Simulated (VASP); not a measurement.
Given:

```yaml
crystal:
  lattice:
    - [4.17101, 0.00000, 0.00000]
    - [0.00000, 4.17101, 0.00000]
    - [0.00000, 0.00000, 4.17101]
  atoms:
    - { symbol: Cs, position: [0.00000, 0.00000, 0.00000] }
    - { symbol: Au, position: [0.50000, 0.50000, 0.50000] }
```

The numbers are results of PBEsol GGA with spin-orbit coupling, VASP's PBE PAW potentials (set 64) (plane waves; VASP 6.6.1), not measurements. Run with 400 eV cut-off, 6×6×6 Γ-centred mesh, Gaussian smearing of 0.050 eV, potentials Cs_sv Au.

Problem. Estimate the energy per atom (σ→0), band gap (over mesh and band path) with the smallest direct gap where there is one.

Solution. 
* **band gap (over mesh and band path)**: 0.74 eV
* **smallest direct gap (over mesh and band path)**: 0.95 eV
* **energy per atom (σ→0)**: -2.782 eV/atom

The structure comes from a computed database's CsAu entry (Pm-3m); how it stands against other phases isn't given here. It was relaxed first, which changed the volume by -8 %.
